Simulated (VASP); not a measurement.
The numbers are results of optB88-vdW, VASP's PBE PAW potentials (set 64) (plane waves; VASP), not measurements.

Input for VASP

### INCAR
```
SYSTEM=PbTe
PREC=Accurate; ENCUT=520; LREAL=.FALSE.
LASPH=.TRUE.
EDIFF=1E-7; NELM=100; ALGO=Normal
LMAXMIX=4
ISMEAR=0; SIGMA=0.05
GGA=BO; LUSE_VDW=.TRUE.; AGGAC=0.0
PARAM1=0.1833333333; PARAM2=0.22
ISIF=2
LWAVE=.FALSE.; LCHARG=.FALSE.
```

File KPOINTS:
```
Automatic mesh
0
Gamma
7 7 7
0 0 0
```

### POSCAR
```
PbTe
4.6330940
  0.0000000000   0.7071068555   0.7071068555
  0.7071068555   0.0000000000   0.7071068555
  0.7071068555   0.7071068555   0.0000000000
Te Pb
1 1
Direct
  0.5000000000   0.5000000000   0.5000000000
  0.0000000000   0.0000000000   0.0000000000
```

POTCAR, in this order: Te Pb_d (PBE.64 set). Program: vasp_std.

Output of the run:

### OSZICAR
```
       N       E                     dE             d eps       ncg     rms          rms(c)
DAV:   1     0.157731510405E+03    0.15773E+03   -0.91809E+03   560   0.135E+03
DAV:   2     0.920201475880E+01   -0.14853E+03   -0.14624E+03   590   0.330E+02
DAV:   3    -0.226554887075E+01   -0.11468E+02   -0.11292E+02   728   0.982E+01
DAV:   4    -0.256326287775E+01   -0.29771E+00   -0.29758E+00   654   0.191E+01
DAV:   5    -0.257130490635E+01   -0.80420E-02   -0.80420E-02   742   0.285E+00    0.297E+00
DAV:   6    -0.240511053218E+01    0.16619E+00   -0.42858E-01   748   0.458E+00    0.179E+00
DAV:   7    -0.240264409002E+01    0.24664E-02   -0.98706E-02   628   0.157E+00    0.889E-01
DAV:   8    -0.240528989853E+01   -0.26458E-02   -0.10246E-02   590   0.120E+00    0.138E-01
DAV:   9    -0.240515679373E+01    0.13310E-03   -0.17984E-03   796   0.457E-01    0.579E-02
DAV:  10    -0.240519539478E+01   -0.38601E-04   -0.20371E-04   566   0.119E-01    0.242E-02
DAV:  11    -0.240520332219E+01   -0.79274E-05   -0.38691E-05   672   0.492E-02    0.127E-02
DAV:  12    -0.240520324843E+01    0.73758E-07   -0.24751E-06   668   0.178E-02    0.103E-02
DAV:  13    -0.240520293434E+01    0.31409E-06   -0.21040E-07   598   0.454E-03    0.452E-03
DAV:  14    -0.240520282283E+01    0.11151E-06   -0.55398E-07   584   0.636E-03    0.314E-04
DAV:  15    -0.240520281907E+01    0.37630E-08   -0.52216E-08   304   0.167E-03
   1 F= -.24052028E+01 E0= -.24052028E+01  d E =-.277759E-12
```

OUTCAR:
```
------------------------ aborting loop because EDIFF is reached ----------------------------------------
  FORCE on cell =-STRESS in cart. coord.  units (eV):
  Direction    XX          YY          ZZ          XY          YZ          ZX
  --------------------------------------------------------------------------------------
  Total       -0.0013008     -0.0013008     -0.0013008      0.0000000      0.0000000     -0.0000000
  in kB       -0.0296359     -0.0296359     -0.0296359      0.0000000      0.0000000     -0.0000000
  external PRESSURE =      -0.0296359 kB  Pullay stress =       0.0000000 kB
  volume of cell :       70.32
      direct lattice vectors                 reciprocal lattice vectors
     0.000000000  3.276092530  3.276092530    -0.152620842  0.152620842  0.152620842
     3.276092530  0.000000000  3.276092530     0.152620842 -0.152620842  0.152620842
     3.276092530  3.276092530  0.000000000     0.152620842  0.152620842 -0.152620842
  FREE ENERGIE OF THE ION-ELECTRON SYSTEM (eV)
  ---------------------------------------------------
  free  energy   TOTEN  =        -2.4052028191 eV

  energy  without entropy=       -2.4052028191  energy(sigma->0) =       -2.40520282
```
(Selected blocks of OUTCAR.)

The compound is PbTe in the rock salt structure. It was relaxed first.
